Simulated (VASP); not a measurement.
Here is the system:

```xyz
3
Lattice="0.0000 2.8391 2.8391 2.8391 0.0000 2.8391 2.8391 2.8391 0.0000" Properties=species:S:1:pos:R:3 pbc="T T T"
Li     1.4195     1.4195     1.4195
Li     4.2586     4.2586     4.2586
S      0.0000     0.0000     0.0000
```

Computed with rev-vdW-DF2, VASP's PBE PAW potentials (set 64) (plane waves; VASP). Run with 520 eV cut-off, 8×8×8 Γ-centred mesh, tetrahedra with Blöchl corrections, potentials Li_sv S.

Question: Tabulate the total density of states (states/eV per cell) against energy (eV; zero at the valence-band maximum or, without a gap, the Fermi level).

Answer: 
(E (eV), DOS (states/eV)): (-9.95, 0.00); (-9.23, 0.00); (-8.51, 0.00); (-7.91, 0.00); (-7.19, 0.00); (-6.47, 0.00); (-5.75, 0.00); (-5.03, 0.00); (-4.43, 0.00); (-3.71, 0.00); (-2.99, 0.00); (-2.27, 2.71); (-1.55, 2.57); (-0.95, 3.10); (-0.23, 0.96); (0.49, 0.00); (1.21, 0.00); (1.81, 0.00); (2.53, 0.00); (3.25, 0.00); (3.97, 0.22); (4.69, 0.56); (5.29, 1.35); (6.01, 1.10); (6.73, 3.34)
Within 2 eV below the valence-band maximum the largest weight inside VASP's projection spheres is S p.

The compound is Li2S in the antifluorite structure. It was relaxed first.
